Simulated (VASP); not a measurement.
Data:

```yaml
crystal:
  lattice:
    - [0.00000, 2.85699, 2.85699]
    - [2.85699, 0.00000, 2.85699]
    - [2.85699, 2.85699, 0.00000]
  atoms:
    - { symbol: Pb, position: [0.00000, 0.00000, 0.00000] }
    - { symbol: S, position: [0.50000, 0.50000, 0.50000] }
```

Level of theory: LDA (Ceperley-Alder, Perdew-Zunger), VASP's LDA PAW potentials (set 64) (plane waves; VASP). Run with 500 eV cut-off, 8×8×8 Γ-centred mesh, Gaussian smearing of 0.050 eV, potentials Pb_d S.

Unless said otherwise, spin-orbit coupling is left out, though it shifts the bands of the heavy elements here.

What does the run give for the energy per atom (σ→0), pressure, band gap (on the k-mesh) with the smallest direct gap where there is one?

```
Property                                      Value
-----------------------------------  --------------
band gap (on the k-mesh)                    0.26 eV
smallest direct gap (on the k-mesh)         0.26 eV
energy per atom (σ→0)                -4.975 eV/atom
pressure                                   4.98 GPa
```

The absolute energy has meaning only against runs of the same code, potentials and settings.

The compound is PbS in the rock salt structure. It was relaxed first under an external pressure of 5 GPa.
